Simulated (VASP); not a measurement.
Calculation: r2SCAN meta-GGA, VASP's PBE PAW potentials (set 64) (plane waves; VASP).

VASP ran on this input.

### INCAR
```
SYSTEM = PbSe
PREC = Accurate; ENCUT = 400; LREAL = .False.
LASPH = .True.
EDIFF = 1E-7; NELM = 100; ALGO = Normal
LMAXMIX = 4; LMIXTAU = .True.
ISMEAR = -5
METAGGA = R2SCAN
ISIF = 2
LWAVE = .False.; LCHARG = .False.; LORBIT = 11
NEDOS = 601
```

KPOINTS_OPT:
```
k-points along high-symmetry lines
10
Line-mode
Reciprocal
  0.000000   0.000000   0.000000 ! GAMMA
  0.500000   0.000000   0.500000 ! X

  0.500000   0.000000   0.500000 ! X
  0.625000   0.250000   0.625000 ! U

  0.375000   0.375000   0.750000 ! K
  0.000000   0.000000   0.000000 ! GAMMA

  0.000000   0.000000   0.000000 ! GAMMA
  0.500000   0.500000   0.500000 ! L

  0.500000   0.500000   0.500000 ! L
  0.500000   0.250000   0.750000 ! W

  0.500000   0.250000   0.750000 ! W
  0.500000   0.000000   0.500000 ! X
```

File KPOINTS:
```
Automatic
0
Gamma
8 8 8
```

POSCAR:
```
PbSe
1
    0.0000000000     3.0873891347     3.0873891347
    3.0873891347     0.0000000000     3.0873891347
    3.0873891347     3.0873891347     0.0000000000
Pb Se
1 1
Direct
  0.0000000000   0.0000000000   0.0000000000
  0.5000000000   0.5000000000   0.5000000000
```

POTCAR, in this order: Pb_d Se (PBE.64 set). Program: vasp_std.

The run wrote:

OUTCAR:
```
 ion  position               nearest neighbor table
   1  0.000  0.000  0.000-   2 3.09   2 3.09   2 3.09   2 3.09   2 3.09   2 3.09
   2  0.500  0.500  0.500-   1 3.09   1 3.09   1 3.09   1 3.09   1 3.09   1 3.09
  LATTYP: Found a face centered cubic cell.
 ALAT       =     6.1747782694
 Subroutine PRICEL returns:
 Original cell was already a primitive cell.
 Subroutine GETGRP returns: Found 48 space group operations
The static configuration has the point symmetry O_h .
The dynamic configuration has the point symmetry O_h .
 Subroutine INISYM returns: Found 48 space group operations
 Subroutine IBZKPT returns following result:
 Found     29 irreducible k-points:

 Following reciprocal coordinates:
            Coordinates               Weight
  0.000000  0.000000  0.000000      1.000000
  0.125000  0.000000  0.000000      8.000000
  0.250000  0.000000  0.000000      8.000000
  0.375000  0.000000  0.000000      8.000000
  0.500000  0.000000  0.000000      4.000000
  0.125000  0.125000  0.000000      6.000000
  0.250000  0.125000  0.000000     24.000000
  0.375000  0.125000  0.000000     24.000000
  0.500000  0.125000  0.000000     24.000000
 -0.375000  0.125000  0.000000     24.000000
 -0.250000  0.125000  0.000000     24.000000
 -0.125000  0.125000  0.000000     12.000000
  0.250000  0.250000  0.000000      6.000000
  0.375000  0.250000  0.000000     24.000000
  0.500000  0.250000  0.000000     24.000000
 -0.375000  0.250000  0.000000     24.000000
 -0.250000  0.250000  0.000000     12.000000
  0.375000  0.375000  0.000000      6.000000
  0.500000  0.375000  0.000000     24.000000
 -0.375000  0.375000  0.000000     12.000000
  0.500000  0.500000  0.000000      3.000000
  0.375000  0.250000  0.125000     24.000000
  0.500000  0.250000  0.125000     48.000000
 -0.375000  0.250000  0.125000     24.000000
  0.500000  0.375000  0.125000     24.000000
 -0.375000  0.375000  0.125000     48.000000
 -0.250000  0.375000  0.125000     24.000000
 -0.375000  0.500000  0.125000     12.000000
 -0.250000  0.500000  0.250000      6.000000
   k-points           NKPTS =     29   k-points in BZ     NKDIM =     29   number of bands    NBANDS=     14
   number of dos      NEDOS =    601   number of ions     NIONS =      2
   total plane-waves  NPLWV =  21952
   dimension x,y,z NGX =    28 NGY =   28 NGZ =   28
   dimension x,y,z NGXF=    56 NGYF=   56 NGZF=   56
   ions per type =               1   1
   PREC   = accura    normal or accurate (medium, high low for compatibility)
   ISTART =      0    job   : 0-new  1-cont  2-samecut
   ICHARG =      2    charge: 1-file 2-atom 10-const
   ISPIN  =      1    spin polarized calculation?
   LNONCOLLINEAR =      F non collinear calculations
   LSORBIT =      F    spin-orbit coupling
   INIWAV =      1    electr: 0-lowe 1-rand  2-diag
   ENCUT  =  400.0 eV  29.40 Ry    5.42 a.u.   7.12  7.12  7.12*2*pi/ulx,y,z
   NELM   =    100;   NELMIN=  2; NELMDL= -5     # of ELM steps
   EDIFF  = 0.1E-06   stopping-criterion for ELM
   LREAL  =      F    real-space projection
   NLSPLINE    = F    spline interpolate recip. space projectors
   LMAXMIX     =    4 max onsite mixed and CHGCAR
   VOSKOWN=      0    Vosko Wilk Nusair interpolation
   EDIFFG = 0.1E-05   stopping-criterion for IOM
   NSW    =      0    number of steps for IOM
   NBLOCK =      1;   KBLOCK =      1    inner block; outer block
   IBRION =     -1    ionic relax: 0-MD 1-quasi-New 2-CG
   NFREE  =      0    steps in history (QN), initial steepest desc. (CG)
   ISIF   =      2    stress and relaxation
   ISYM   =      2    0-nonsym 1-usesym 2-fastsym
   TEIN   =    0.0    initial temperature
   TEBEG  =    0.0;   TEEND  =   0.0 temperature during run
   SMASS  =  -3.00    Nose mass-parameter (am)
...
```

**OSZICAR**
```
       N       E                     dE             d eps       ncg     rms          rms(c)
DAV:   1     0.769978476483E+02    0.76998E+02   -0.84782E+03   842   0.121E+03
DAV:   2    -0.655311613133E+02   -0.14253E+03   -0.13996E+03   860   0.331E+02
DAV:   3    -0.764404655253E+02   -0.10909E+02   -0.10874E+02  1058   0.974E+01
DAV:   4    -0.766839705417E+02   -0.24351E+00   -0.24341E+00   876   0.176E+01
DAV:   5    -0.766925700045E+02   -0.85995E-02   -0.85994E-02  1110   0.314E+00    0.295E+00
DAV:   6    -0.717175813802E+02    0.49750E+01   -0.26084E+00   956   0.311E+01    0.222E+00
DAV:   7    -0.718275304079E+02   -0.10995E+00   -0.83330E-01   812   0.111E+01    0.122E+00
DAV:   8    -0.718677334445E+02   -0.40203E-01   -0.79556E-01   812   0.614E+00    0.614E-01
DAV:   9    -0.719153181841E+02   -0.47585E-01   -0.10405E-01   836   0.256E+00    0.424E-01
DAV:  10    -0.719064384997E+02    0.88797E-02   -0.47515E-02   860   0.177E+00    0.125E-01
DAV:  11    -0.719316296437E+02   -0.25191E-01   -0.62708E-02   818   0.220E+00    0.984E-02
DAV:  12    -0.719345829776E+02   -0.29533E-02   -0.13314E-03   932   0.334E-01    0.688E-02
DAV:  13    -0.719345171050E+02    0.65873E-04   -0.46231E-04   980   0.248E-01    0.303E-02
DAV:  14    -0.719378149335E+02   -0.32978E-02   -0.32150E-03   824   0.523E-01    0.148E-02
DAV:  15    -0.719378014439E+02    0.13490E-04   -0.58380E-05   980   0.839E-02    0.112E-02
DAV:  16    -0.719378265110E+02   -0.25067E-04   -0.28575E-05   860   0.792E-02    0.925E-03
DAV:  17    -0.719378288720E+02   -0.23610E-05   -0.14331E-05   946   0.350E-02    0.155E-03
DAV:  18    -0.719378281854E+02    0.68660E-06   -0.32585E-06   830   0.153E-02    0.125E-03
DAV:  19    -0.719378286310E+02   -0.44557E-06   -0.25031E-07   712   0.686E-03    0.900E-04
DAV:  20    -0.719378284886E+02    0.14235E-06   -0.12505E-07   598   0.433E-03    0.296E-04
DAV:  21    -0.719378289564E+02   -0.46778E-06   -0.15461E-07   612   0.353E-03    0.217E-04
DAV:  22    -0.719378289253E+02    0.31142E-07   -0.21293E-08   430   0.257E-03
   1 F= -.71937829E+02 E0= -.71937829E+02  d E =0.000000E+00
       N       E                     dE             ncg
       N       E                     dE             ncg
       N       E                     dE             ncg
```

File OUTCAR:
```
------------------------ aborting loop because EDIFF is reached ----------------------------------------
  FORCE on cell =-STRESS in cart. coord.  units (eV):
  Direction    XX          YY          ZZ          XY          YZ          ZX
  --------------------------------------------------------------------------------------
  Total        0.0153394      0.0153394      0.0153394      0.0000000     -0.0000000      0.0000000
  in kB        0.4175572      0.4175572      0.4175572      0.0000000     -0.0000000      0.0000000
  external PRESSURE =       0.4175572 kB  Pullay stress =       0.0000000 kB
  volume of cell :       58.86
      direct lattice vectors                 reciprocal lattice vectors
     0.000000000  3.087389135  3.087389135    -0.161949135  0.161949135  0.161949135
     3.087389135  0.000000000  3.087389135     0.161949135 -0.161949135  0.161949135
     3.087389135  3.087389135  0.000000000     0.161949135  0.161949135 -0.161949135
  FREE ENERGIE OF THE ION-ELECTRON SYSTEM (eV)
  ---------------------------------------------------
  free  energy   TOTEN  =       -71.9378289253 eV

  energy  without entropy=      -71.9378289253  energy(sigma->0) =      -71.93782893

 total charge

# of ion       s       p       d       tot
------------------------------------------
    1        1.476   0.501   9.833  11.810
    2        1.460   2.386   0.016   3.862
--------------------------------------------------
tot          2.937   2.888   9.848  15.672
```
(Selected blocks of OUTCAR.)

The compound is PbSe in the rock salt structure. It was relaxed first.
